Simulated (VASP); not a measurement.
Here is the system:

```
CELL_PARAMETERS angstrom
      3.75596     2.16850     5.96922
     -3.75596     2.16850     5.96922
      0.00000    -4.33701     5.96922
ATOMIC_POSITIONS crystal
  Fe 0.00000 0.00000 0.00000
  Ag 0.38881 0.38881 0.38881
  Ag 0.61119 0.61119 0.61119
  Sn 0.00000 0.50000 0.00000
  Sn 0.00000 0.00000 0.50000
  Sn 0.50000 0.00000 0.00000
  S  0.77741 0.20927 0.77741
  S  0.22259 0.79073 0.22259
  S  0.77741 0.77741 0.20927
  S  0.22259 0.22259 0.79073
  S  0.20927 0.77741 0.77741
  S  0.79073 0.22259 0.22259
  S  0.75312 0.75312 0.75312
  S  0.24688 0.24688 0.24688
```

Method: r2SCAN meta-GGA, VASP's PBE PAW potentials (set 64) (plane waves; VASP). Numerical set-up: LREAL = Auto, 400 eV cut-off, 4×4×4 Γ-centred mesh, tetrahedra with Blöchl corrections, potentials Fe Ag Sn_d S.

Unless said otherwise, spin-orbit coupling is left out, though it shifts the bands of the heavy elements here.

**Question.** What does the run give for the energy per atom (σ→0), band gap (over mesh and band path) with the smallest direct gap where there is one?

**Answer.** 
```
Item                                                     Value
---------------------------------------------  ---------------
band gap (over mesh and band path)                     1.03 eV
smallest direct gap (over mesh and band path)          1.26 eV
energy per atom (σ→0)                          -14.396 eV/atom
```

Only differences to runs with the same potentials and settings are physical.

The structure comes from a computed database's FeAg2Sn3S8 entry (R-3m); how it stands against other phases isn't given here. It was relaxed first. The run is not spin-polarised, so no magnetic state was tried.
